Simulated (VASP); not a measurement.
A convergence study with VASP on C (diamond): a few settings are varied, all else stays as given below, so the limit is that of these other settings.

```
CELL_PARAMETERS angstrom
      0.00000     1.78350     1.78350
      1.78350     0.00000     1.78350
      1.78350     1.78350     0.00000
ATOMIC_POSITIONS crystal
  C  0.00000 0.00000 0.00000
  C  0.25000 0.25000 0.25000
```

The numbers are results of LDA (Ceperley-Alder, Perdew-Zunger), VASP's LDA PAW potentials (set 64) (plane waves; VASP), not measurements. The last row used: 700 eV cut-off, 20×20×20 Γ-centred mesh, second-order Methfessel-Paxton smearing of 0.40 eV, potentials C.

Gaps are read on the run's mesh, which can miss a band edge.

```
setting                                   E (eV/atom)  pressure (GPa)  gap on the mesh (eV)  irreducible k-points
----------------------------------------  -----------  --------------  --------------------  --------------------
ISMEAR = -1, SIGMA = 0.01, 7×7×7 mesh        -10.1228          -12.65                 4.224                    20
ISMEAR = -1, SIGMA = 0.2, 7×7×7 mesh         -10.1228          -12.65                 4.224                    20
ISMEAR = 0, SIGMA = 0.01, 7×7×7 mesh         -10.1228          -12.65                 4.224                    20
ISMEAR = 0, SIGMA = 0.2, 7×7×7 mesh          -10.1228          -12.65                 4.224                    20
ISMEAR = 1, SIGMA = 0.01, 7×7×7 mesh         -10.1228          -12.65                 4.224                    20
ISMEAR = 1, SIGMA = 0.2, 7×7×7 mesh          -10.1227          -12.65                 4.224                    20
ISMEAR = 2, SIGMA = 0.01, 7×7×7 mesh         -10.1228          -12.65                 4.224                    20
ISMEAR = 2, SIGMA = 0.2, 7×7×7 mesh          -10.1227          -12.65                 4.224                    20
ISMEAR = -1, SIGMA = 0.05, 14×14×14 mesh     -10.1241          -12.67                 4.100                   104
ISMEAR = -1, SIGMA = 0.2, 14×14×14 mesh      -10.1241          -12.67                 4.100                   104
ISMEAR = 0, SIGMA = 0.05, 14×14×14 mesh      -10.1241          -12.67                 4.100                   104
ISMEAR = 0, SIGMA = 0.2, 14×14×14 mesh       -10.1241          -12.67                 4.100                   104
ISMEAR = 1, SIGMA = 0.05, 14×14×14 mesh      -10.1241          -12.67                 4.100                   104
ISMEAR = 1, SIGMA = 0.2, 14×14×14 mesh       -10.1241          -12.67                 4.100                   104
ISMEAR = 2, SIGMA = 0.05, 14×14×14 mesh      -10.1241          -12.67                 4.100                   104
ISMEAR = 2, SIGMA = 0.2, 14×14×14 mesh       -10.1241          -12.67                 4.100                   104
ISMEAR = -1, SIGMA = 0.05, 20×20×20 mesh     -10.1241          -12.67                 4.104                   256
ISMEAR = -1, SIGMA = 0.4, 20×20×20 mesh      -10.1238          -12.66                 4.104                   256
ISMEAR = 0, SIGMA = 0.05, 20×20×20 mesh      -10.1241          -12.67                 4.104                   256
ISMEAR = 0, SIGMA = 0.4, 20×20×20 mesh       -10.1241          -12.67                 4.104                   256
ISMEAR = 1, SIGMA = 0.05, 20×20×20 mesh      -10.1241          -12.67                 4.104                   256
ISMEAR = 1, SIGMA = 0.4, 20×20×20 mesh       -10.1241          -12.67                 4.104                   256
ISMEAR = 2, SIGMA = 0.05, 20×20×20 mesh      -10.1241          -12.67                 4.104                   256
ISMEAR = 2, SIGMA = 0.4, 20×20×20 mesh       -10.1241          -12.67                 4.104                   256
```

Left out are rungs that failed or repeat a setting and relaxations that didn't move; long series are thinned to 24 rows.

The compound is C in the diamond structure. The cell was not relaxed at this level.
